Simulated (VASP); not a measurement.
A VASP calculation is set up with these files.

POSCAR:
```
CdTe
1.0
  0.0000000000   2.9601669646   2.9601669646
  2.9601669646   0.0000000000   2.9601669646
  2.9601669646   2.9601669646   0.0000000000
Cd Te
1 1
Direct
  0.0000000000   0.0000000000   0.0000000000
  0.2500000000   0.2500000000   0.2500000000
```

**KPOINTS**
```
K-points
0
Gamma
 8 8 8
0 0 0
```

### INCAR
```
SYSTEM = CdTe
PREC = Accurate
ENCUT = 500
EDIFF = 1E-6
NELM = 100
ALGO = Normal
LREAL = .FALSE.
LASPH = .TRUE.
ISMEAR = 0
SIGMA = 0.05
LMAXMIX = 4
LWAVE = .FALSE.
LCHARG = .FALSE.
IBRION = 2
ISIF = 3
NSW = 40
EDIFFG = -0.02
PSTRESS = 200
```

POTCAR, in this order: Cd Te (LDA.64 set). Program: vasp_std.

Problem. Translate this LDA calculation to Ansatz.

Solution. One equivalent input (not run):
Ansatz 0.2 input:
```yaml
crystal:
  lattice:
    - [0.0000000, 2.9601670, 2.9601670]
    - [2.9601670, 0.0000000, 2.9601670]
    - [2.9601670, 2.9601670, 0.0000000]
  atoms:
    - { symbol: Cd, position: [0.0000000, 0.0000000, 0.0000000] }
    - { symbol: Te, position: [0.2500000, 0.2500000, 0.2500000] }
kpoints:
  mp_grid: { grid: [8, 8, 8] }
hamiltonian:
  xc: lda
  pseudopotentials: { kind: paw }
scf:
  occupations: { method: gaussian, width: 0.05 }
  max_iter: 100
relax:
  max_steps: 40
  f_tol: 0.02
  cell: { p_target: 20 }
output: { forces: true, stress: true, eigenvalues: true }
```
What does not carry over: each code has its own PAW files, so the cut-off isn't converted (ENCUT is set for VASP's; basis.ecutwfc is left out, and Ansatz then takes the one that its files recommend); Ansatz stops its SCF on the density residual and VASP on the energy change (EDIFF); Ansatz's lda is the Perdew-Wang form, while the LDA potentials of VASP carry Perdew-Zunger's.

The compound is CdTe in the zinc blende structure. This run relaxes it under an external pressure of 20 GPa. Symmetry was kept, so distortions that lower it aren't found.
